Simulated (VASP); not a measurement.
# Pm3Hf (I4/mmm) in VASP: settings compared

Aim: see how the results for Pm3Hf move with the level of theory and the settings. Levels: PBE, LDA, r2SCAN. Tasks: single point, electron localisation function.

All numbers are computed with VASP 6.6.1; they aren't measurements. Logs are shortened: lines on timing, memory, paths and dates and some standing lists are left out, and cuts for length are marked.

## Step 1: The crystal as given

Symmetry: I4/mmm, No. 139, tetragonal system. The conventional cell has a = 4.970 Å, b = 4.970 Å, c = 9.906 Å, α = 90.00°, β = 90.00°, γ = 90.00°. Around Hf (site symmetry 4/mmm) lie 12 Pm at 3.51 Å. Pm (site symmetry 4/mmm) has 8 Pm at 3.51 Å and 4 Hf at 3.51 Å as nearest neighbours. Pm (site symmetry -4m2) has 4 Hf at 3.51 Å and 8 Pm at 3.51 Å as nearest neighbours.

The cell comes from a database or a generator and needn't be the stable form of this composition.

## Step 2: Single point, PBE, collinear spin, ferromagnetic start

run.py

```python
from ase.calculators.vasp import Vasp
from ase.dft.bandgap import bandgap
from ase.io import read

atoms = read('Pm3Hf.xyz')
atoms.set_initial_magnetic_moments([0.0, 4.0, 4.0, 4.0])
calc = Vasp(
    directory='calc',
    xc='lda',
    pp='PBE',
    setups='materialsproject',
    prec='Accurate',
    encut=520,
    ediff=1e-06,
    ismear=0,
    sigma=0.05,
    lreal=False,
    lasph=True,
    nelm=120,
    algo='Fast',
    isif=2,
    lwave=False,
    lcharg=False,
    ispin=2,
    lorbit=11,
    lmaxmix=6,
    kpts=[8, 8, 8],
    gamma=True,
    nbands=34,
)
atoms.calc = calc

print('energy (eV):', atoms.get_potential_energy())
print('free energy (eV):', atoms.get_potential_energy(force_consistent=True))
print('forces (eV/A):')
print(atoms.get_forces())
print('stress (eV/A^3, Voigt):', atoms.get_stress())
print('Fermi level (eV):', calc.get_fermi_level())
print('moment (muB):', atoms.get_magnetic_moment())
print('site moments (muB):', atoms.get_magnetic_moments())
gap, top, bottom = bandgap(calc)
print('band gap (eV):', gap, 'from (spin, k, band)', top, 'to', bottom)
```

Pm3Hf.xyz

```xyz
4
Lattice="-2.4847870000 2.4847870000 4.9528570000 2.4847870000 -2.4847870000 4.9528570000 2.4847870000 2.4847870000 -4.9528570000" Properties=species:S:1:pos:R:3 pbc="T T T"
Hf     0.0000000000      0.0000000000      0.0000000000
Pm     0.0000000000      0.0000000000      4.9528570000
Pm     2.4847870000      0.0000000000      2.4764285000
Pm     0.0000000000      2.4847870000      2.4764285000
```

Potentials or basis: VASP PAW PBE potentials, release 64 (Hf_pv, Pm_3), 4f in core.

The run is started by

```bash
$ python run.py
```

The log of the run:

```text
<dir> UserWarning: XC is set to LDA, but PP is set to PBE.
 Please check that this is really what you intended!

  warnings.warn("XC is set to LDA, but PP is set to "
energy (eV): -23.25483436
free energy (eV): -23.25856217
forces (eV/A):
[[ 0. -0. -0.]
 [ 0. -0. -0.]
 [-0.  0.  0.]
 [ 0. -0.  0.]]
stress (eV/A^3, Voigt): [ 0.00120395  0.00120395  0.00215536  0.         -0.         -0.        ]
Fermi level (eV): 3.57031339
moment (muB): -0.000181
site moments (muB): [-0.  0. -0. -0.]
band gap (eV): 0.0 from (spin, k, band) (None, None, None) to (None, None, None)
```

OUTCAR:

```text
ENCUT = 520.000000
   EDIFF = 1.00e-06
   PREC = Accurate
   ISIF = 2
   ISMEAR = 0
   ISPIN = 2
   LORBIT = 11
   NELM = 120
   LASPH = .TRUE.
   LREAL = .FALSE.

 ion  position               nearest neighbor table
   1  0.000  0.000  0.000-   4 3.51   3 3.51   3 3.51   4 3.51   3 3.51   4 3.51   4 3.51   3 3.51
                             2 3.51   2 3.51   2 3.51   2 3.51
   2  0.500  0.500  0.000-   3 3.51   4 3.51   3 3.51   4 3.51   3 3.51   4 3.51   3 3.51   4 3.51
                             1 3.51   1 3.51   1 3.51   1 3.51
   3  0.250  0.750  0.500-   1 3.51   2 3.51   1 3.51   2 3.51   1 3.51   2 3.51   1 3.51   2 3.51
                             4 3.51   4 3.51   4 3.51   4 3.51
   4  0.750  0.250  0.500-   2 3.51   1 3.51   1 3.51   2 3.51   1 3.51   2 3.51   2 3.51   1 3.51
                             3 3.51   3 3.51   3 3.51   3 3.51

  LATTYP: Found a body centered tetragonal cell.
 ALAT       =     4.9695740000
 C/A-ratio  =     1.9932722604

  Lattice vectors:

 A1 = (  -2.4847870000,   2.4847870000,   4.9528570000)
 A2 = (   2.4847870000,  -2.4847870000,   4.9528570000)
 A3 = (   2.4847870000,   2.4847870000,  -4.9528570000)

Analysis of symmetry for initial positions (statically):
=====================================================================
 Subroutine PRICEL returns:
 Original cell was already a primitive cell.

 Routine SETGRP: Setting up the symmetry group for a
 body centered tetragonal supercell.

 Subroutine GETGRP returns: Found 16 space group operations
 (whereof 16 operations were pure point group operations)
 out of a pool of 16 trial point group operations.

The static configuration has the point symmetry D_4h.

Analysis of symmetry for dynamics (positions and initial velocities):
=====================================================================
 Subroutine PRICEL returns:
 Original cell was already a primitive cell.

 Routine SETGRP: Setting up the symmetry group for a
 body centered tetragonal supercell.

 Subroutine GETGRP returns: Found 16 space group operations
 (whereof 16 operations were pure point group operations)
 out of a pool of 16 trial point group operations.

The dynamic configuration has the point symmetry D_4h.

Analysis of structural, dynamic, and magnetic symmetry:
=====================================================================
 Subroutine PRICEL returns:
 Original cell was already a primitive cell.

 Routine SETGRP: Setting up the symmetry group for a
 body centered tetragonal supercell.

 Subroutine GETGRP returns: Found 16 space group operations
 (whereof 16 operations were pure point group operations)
 out of a pool of 16 trial point group operations.

The overall configuration has the point symmetry D_4h.

 Subroutine INISYM returns: Found 16 space group operations
 (whereof 16 operations are pure point group operations),
 and found     1 'primitive' translations

----------------------------------------------------------------------------------------

                                     Primitive cell

  volume of cell :     122.3191

  direct lattice vectors                    reciprocal lattice vectors
    -2.484787000  2.484787000  4.952857000     0.000000000  0.201224491  0.100951834
     2.484787000 -2.484787000  4.952857000     0.201224491  0.000000000  0.100951834
     2.484787000  2.484787000 -4.952857000     0.201224491  0.201224491  0.000000000

  length of vectors
     6.072818566  6.072818566  6.072818566     0.225127894  0.225127894  0.284574405

  position of ions in fractional coordinates (direct lattice)
     0.000000000  0.000000000  0.000000000
[... 92 lines left out ...]
   PSTRESS=    0.0 pullay stress
   NELECT =      43.0000    total number of electrons
   NUPDOWN=      -1.0000    fix difference up-down
   EMIN   =  10.00;   EMAX   =-10.00  energy-range for DOS
   EFERMI =   0.00;   METHOD = LEGACY
   ISMEAR =     0;   SIGMA  =   0.05  broadening in eV -4-tet -1-fermi 0-gaus
   EFERMI_NEDOS =   21; number of points for ismear=-14 and -15
   IALGO  =     68    algorithm
   IMIX   =      4    mixing-type and parameters
     AMIX     =   0.40;   BMIX     =  1.00
     AMIX_MAG =   1.60;   BMIX_MAG =  1.00
  volume/ion in A,a.u.               =      30.58       206.36
  Fermi-wavevector in a.u.,A,eV,Ry     =   1.155402  2.183392 18.163135  1.334953
  Thomas-Fermi vector in A             =   2.292030
   LORBIT       =     11    0 simple, 1 ext, 2 COOP (PROOUT), +10 PAW based schemes
   GGA     = PE    functional components
   LHFCALC =     F    Hartree Fock is set to
   AEXX    =    0.0000 exact exchange contribution
   IVDW    =     0    specifies the selected vdW correction
   LEPSILON=     F    determine dielectric tensor
   LRPA    =     F    only Hartree local field effects (RPA)
 spin polarized calculation
 RMM-DIIS sequential band-by-band and
 Gauss-broadening in eV      SIGMA  =   0.05
  energy-cutoff  :      520.00
  volume of cell :      122.32
 maximum number of plane-waves:      3310
 NGX is ok and might be reduce to    48
   NGX = 23   NGY = 23   NGZ = 23

 number of electron      43.0000000 magnetization       0.0238247

 number of electron      43.0000000 magnetization      -0.0001810

 Free energy of the ion-electron system (eV)
  ---------------------------------------------------
  ext. energy  EPLUGINS =         0.00000000
  ---------------------------------------------------
  free energy    TOTEN  =       -23.25856217 eV

  energy without entropy =      -23.25110654  energy(sigma->0) =      -23.25483436

 E-fermi :   3.5703     XC(G=0): -10.1473

 val. band max:        3.5702002203   @ k =   0.5000   0.1250   0.0000
 cond. band min:       3.5707884304   @ k =   0.2500   0.2500   0.1250
 fundamental gap:      0.0005882101
 Fermi energy:         3.5703133904

 spin component 1

 k-point     1 :       0.0000    0.0000    0.0000
  band No.  band energies     occupation
      1     -35.6922      1.00000
      2     -35.5226      1.00000
      3     -35.5206      1.00000
      4     -27.5596      1.00000
      5     -27.5596      1.00000
      6     -27.5431      1.00000
[... 853 lines left out ...]
     32       7.9750      0.00000
     33       8.0645      0.00000

 [... further k-points ...]

 spin component 2

 k-point     1 :       0.0000    0.0000    0.0000
  band No.  band energies     occupation
      1     -35.6921      1.00000
      2     -35.5225      1.00000
      3     -35.5206      1.00000
      4     -27.5597      1.00000
      5     -27.5597      1.00000
      6     -27.5432      1.00000
[... 853 lines left out ...]
     32       7.9744      0.00000
     33       8.0585      0.00000

 [... further k-points ...]

 [bands above 33 left out]

------------------------ aborting loop because EDIFF is reached ----------------------------------------

  FORCE on cell =-STRESS in cart. coord.  units (eV):
  Direction    XX          YY          ZZ          XY          YZ          ZX
  --------------------------------------------------------------------------------------
  -------------------------------------------------------------------------------------
  Total       -0.1472664     -0.1472664     -0.2636409      0.0000000      0.0000000      0.0000000
  in kB       -1.9289460     -1.9289460     -3.4532600      0.0000000      0.0000000      0.0000000
  external PRESSURE =      -2.4370507 kB  Pullay stress =       0.0000000 kB

 VOLUME and BASIS-vectors are now :
 -----------------------------------------------------------------------------
  energy-cutoff  :      520.00
  volume of cell :      122.32
      direct lattice vectors                 reciprocal lattice vectors
    -2.484787000  2.484787000  4.952857000     0.000000000  0.201224491  0.100951834
     2.484787000 -2.484787000  4.952857000     0.201224491  0.000000000  0.100951834
     2.484787000  2.484787000 -4.952857000     0.201224491  0.201224491  0.000000000

 POSITION                                       TOTAL-FORCE (eV/Angst)
 -----------------------------------------------------------------------------------
      0.00000      0.00000      0.00000         0.000000     -0.000000     -0.000000
      0.00000      0.00000      4.95286         0.000000     -0.000000     -0.000000
      2.48479      0.00000      2.47643        -0.000000      0.000000      0.000000
      0.00000      2.48479      2.47643         0.000000     -0.000000      0.000000
 -----------------------------------------------------------------------------------
    total drift:                                0.000000     -0.000000      0.000000

  FREE ENERGIE OF THE ION-ELECTRON SYSTEM (eV)
  ---------------------------------------------------
  free  energy   TOTEN  =       -23.2585621741 eV

  energy  without entropy=      -23.2511065403  energy(sigma->0) =      -23.25483436

 total charge

# of ion       s       p       d       tot
------------------------------------------
    1        0.398   6.227   1.404   8.028
    2        2.264   6.108   1.201   9.572
    3        2.265   6.105   1.200   9.569
    4        2.265   6.105   1.200   9.569
--------------------------------------------------
tot          7.191  24.544   5.004  36.739

 magnetization (x)

# of ion       s       p       d       tot
------------------------------------------
    1       -0.000  -0.000  -0.000  -0.000
    2        0.000   0.000   0.000   0.000
    3        0.000  -0.000   0.000  -0.000
    4        0.000  -0.000   0.000  -0.000
--------------------------------------------------
tot          0.000  -0.000  -0.000  -0.000
```

INCAR:

```text
ENCUT = 520.000000
SIGMA = 0.050000
EDIFF = 1.00e-06
ALGO = Fast
PREC = Accurate
ISIF = 2
ISMEAR = 0
ISPIN = 2
LMAXMIX = 6
LORBIT = 11
NBANDS = 34
NELM = 120
LASPH = .TRUE.
LCHARG = .FALSE.
LWAVE = .FALSE.
LREAL = .FALSE.
MAGMOM = 1*0.0000 3*4.0000
```

Wall time 13 min (1 thread of Intel Xeon Platinum 8375C at 2.90GHz (Ice Lake), shared host); peak memory 0.64 GiB.

What came out:

```yaml
Free_energy: -23.2586 eV
Pressure: -0.2 GPa
Band_gap_on_the_k_mesh: none (metal or under the smearing width)
Net_moment: 0.00 μB per cell
Valence_electrons_inside_the_program's_atomic_spheres: Hf 8.03; Pm 9.57
```

Stress tensor (GPa, compression positive):
```
-0.19  0.00  0.00
 0.00 -0.19  0.00
 0.00  0.00 -0.35
```

Levels at points of the mesh, in eV from the Fermi level:
Spin up:
```
           k point  band 19  band 20  band 21  band 22  band 23  band 24  band 25  band 26
(0.00, 0.00, 0.00)    -1.24    -0.90     0.08     0.08     0.33     0.33     1.49     1.52
(0.50, 0.00, 0.00)    -0.57    -0.31    -0.29    -0.27    -0.18     0.29     0.36     0.82
(0.50, 0.50, 0.00)    -1.22     0.01     0.26     0.27     0.40     1.14     1.15     1.32
(0.50, 0.50, 0.50)    -2.14    -1.50    -1.50    -0.43    -0.25     1.39     1.86     2.71
```
Spin down:
| k point | band 18 | band 19 | band 20 | band 21 | band 22 | band 23 | band 24 | band 25 | band 26 | band 27 |
| --- | --- | --- | --- | --- | --- | --- | --- | --- | --- | --- |
| (0.00, 0.00, 0.00) | -1.51 | -1.24 | -0.90 | 0.08 | 0.08 | 0.33 | 0.33 | 1.49 | 1.52 | 1.52 |
| (0.50, 0.00, 0.00) | -0.78 | -0.57 | -0.31 | -0.29 | -0.27 | -0.18 | 0.29 | 0.36 | 0.82 | 1.25 |
| (0.50, 0.50, 0.00) | -1.22 | -1.22 | 0.01 | 0.26 | 0.27 | 0.40 | 1.14 | 1.15 | 1.32 | 1.34 |
| (0.50, 0.50, 0.50) | -2.21 | -2.14 | -1.50 | -1.50 | -0.43 | -0.25 | 1.39 | 1.86 | 2.71 | 2.71 |

Caveat: ASE's xc='lda' writes no GGA tag, so the PBE potentials set the functional and the run is PBE; the magnetic or orbital state may not be the lowest; the 4f electrons are frozen in the core as for a trivalent ion, so they carry no moment and show no levels. Spin-orbit coupling is left out, which matters for the levels of Hf, Pm.

## Step 3: Single point, LDA, collinear spin, ferromagnetic start

INCAR

```
SYSTEM = Pm3Hf
PREC = Accurate
ENCUT = 520
EDIFF = 1E-7
ISMEAR = 0
SIGMA = 0.05
LREAL = .FALSE.
LASPH = .TRUE.
NELM = 100
ALGO = Normal
ISIF = 2
LWAVE = .FALSE.
LCHARG = .TRUE.
ISPIN = 2
MAGMOM = 0 4 4 4
LORBIT = 11
LMAXMIX = 6
GGA = CA
LELF = .TRUE.
LVHAR = .TRUE.
NBANDS = 34
```

KPOINTS

```
Automatic mesh
0
G
  8 8 8
  0 0 0
```

POSCAR

```
Pm3Hf
1.0
   -2.4847870000      2.4847870000      4.9528570000
    2.4847870000     -2.4847870000      4.9528570000
    2.4847870000      2.4847870000     -4.9528570000
Hf Pm
1 3
Direct
    0.0000000000      0.0000000000      0.0000000000
    0.5000000000      0.5000000000      0.0000000000
    0.2500000000      0.7500000000      0.5000000000
    0.7500000000      0.2500000000      0.5000000000
```

Potentials or basis: VASP PAW PBE potentials, release 64 (Hf_pv, Pm_3), 4f in core.

The run is started by

```bash
$ cat potpaw_PBE.64/Hf_pv/POTCAR potpaw_PBE.64/Pm_3/POTCAR > POTCAR
$ mpirun -np 1 vasp_std > vasp.out
```

Wall time 8.2 min (1 thread of Intel Xeon Platinum 8375C at 2.90GHz (Ice Lake), shared host); peak memory 0.53 GiB.

It converged, with:

```
Free energy                                           : -26.0604 eV
Pressure                                              : -5.0 GPa
Band gap on the k mesh                                : none (metal or under the smearing width)
Net moment                                            : 0.00 μB per cell
Valence electrons inside the program's atomic spheres : Hf 8.06; Pm 9.59
```

Stress tensor (GPa, compression positive):
```
-4.96  0.00  0.00
 0.00 -4.96  0.00
 0.00  0.00 -5.08
```

Levels at points of the mesh, in eV from the Fermi level:
Spin up:
| k point | band 20 | band 21 | band 22 | band 23 | band 24 | band 25 |
| --- | --- | --- | --- | --- | --- | --- |
| (0.00, 0.00, 0.00) | -0.91 | 0.09 | 0.09 | 0.32 | 0.32 | 1.43 |
| (0.50, 0.00, 0.00) | -0.33 | -0.30 | -0.27 | -0.21 | 0.28 | 0.35 |
| (0.50, 0.50, 0.00) | 0.03 | 0.25 | 0.26 | 0.38 | 1.09 | 1.09 |
| (0.50, 0.50, 0.50) | -1.53 | -1.53 | -0.46 | -0.29 | 1.35 | 1.83 |
Spin down:
```csv
k point,band 20,band 21,band 22,band 23,band 24,band 25
"(0.00, 0.00, 0.00)",-0.91,0.09,0.09,0.32,0.32,1.43
"(0.50, 0.00, 0.00)",-0.33,-0.30,-0.27,-0.21,0.28,0.35
"(0.50, 0.50, 0.00)",0.03,0.25,0.26,0.38,1.09,1.09
"(0.50, 0.50, 0.50)",-1.53,-1.53,-0.46,-0.29,1.35,1.83
```

Caveat: the magnetic or orbital state may not be the lowest; the PAW data sets were made with another functional, which shifts forces and pressure a little; the 4f electrons are frozen in the core as for a trivalent ion, so they carry no moment and show no levels. Spin-orbit coupling is left out, which matters for the levels of Hf, Pm.

## Step 4: Electron localisation function, r2SCAN, collinear spin, antiferromagnetic start (volume scaled by 0.92)

INCAR

```
SYSTEM = Pm3Hf
PREC = Medium
ENCUT = 520
EDIFF = 1E-6
ISMEAR = 1
SIGMA = 0.1
LREAL = .FALSE.
LASPH = .TRUE.
NELM = 150
ALGO = Normal
ISIF = 2
LWAVE = .FALSE.
LCHARG = .TRUE.
ISPIN = 2
MAGMOM = 0 4 -4 4
LORBIT = 11
LMAXMIX = 6
METAGGA = R2SCAN
LMIXTAU = .TRUE.
LELF = .TRUE.
NBANDS = 24
```

KPOINTS is that of step 3.

POSCAR

```
Pm3Hf
1.0
   -2.4166760717      2.4166760717      4.8170933761
    2.4166760717     -2.4166760717      4.8170933761
    2.4166760717      2.4166760717     -4.8170933761
Hf Pm
1 3
Direct
    0.0000000000      0.0000000000      0.0000000000
    0.5000000000      0.5000000000      0.0000000000
    0.2500000000      0.7500000000      0.5000000000
    0.7500000000      0.2500000000      0.5000000000
```

The run is started by

```bash
$ cat potpaw_PBE.64/Hf_pv/POTCAR potpaw_PBE.64/Pm_3/POTCAR > POTCAR
$ mpirun -np 1 vasp_std > vasp.out
```

Wall time 11 min (1 thread of Intel Xeon Platinum 8375C at 2.90GHz (Ice Lake), shared host); peak memory 0.34 GiB.

These settings aren't checked as converged (typed here: PREC = Medium; NBANDS = 24): the numbers below hold their error.

Results:

- Free energy: -132.8472 eV
- Pressure: 3.8 GPa
- Band gap on the k mesh: none (metal or under the smearing width)
- Net moment: 0.00 μB per cell
- Valence electrons inside the program's atomic spheres: Hf 8.15; Pm 9.72

Caveat: the magnetic or orbital state may not be the lowest; the PAW data sets were made with another functional, which shifts forces and pressure a little; the 4f electrons are frozen in the core as for a trivalent ion, so they carry no moment and show no levels.
